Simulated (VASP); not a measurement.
```yaml
crystal:
  lattice:
    - [0.00000, 3.24215, 3.24215]
    - [3.24215, 0.00000, 3.24215]
    - [3.24215, 3.24215, 0.00000]
  atoms:
    - { symbol: Cd, position: [0.00000, 0.00000, 0.00000] }
    - { symbol: Te, position: [0.25000, 0.25000, 0.25000] }
```

The numbers are results of PBEsol GGA, VASP's PBE PAW potentials (set 64) (plane waves; VASP 6.6.1), not measurements. Numerical set-up: 400 eV cut-off, Gaussian smearing of 0.050 eV, potentials Cd Te.

Unless said otherwise, spin-orbit coupling is left out, though it shifts the bands of the heavy elements here.

**Question.** Estimate the band gap (along the path) with the smallest direct gap where there is one.

**Answer.** 
The band gap (along the path) is 0.66 eV and the smallest direct gap (along the path) is 0.66 eV.

Total energies compare only between runs with the same potentials, cut-off and functional.

The structure comes from a measured CdTe entry (F-43m) of the Crystallography Open Database, whose conditions weren't checked. It was relaxed first.
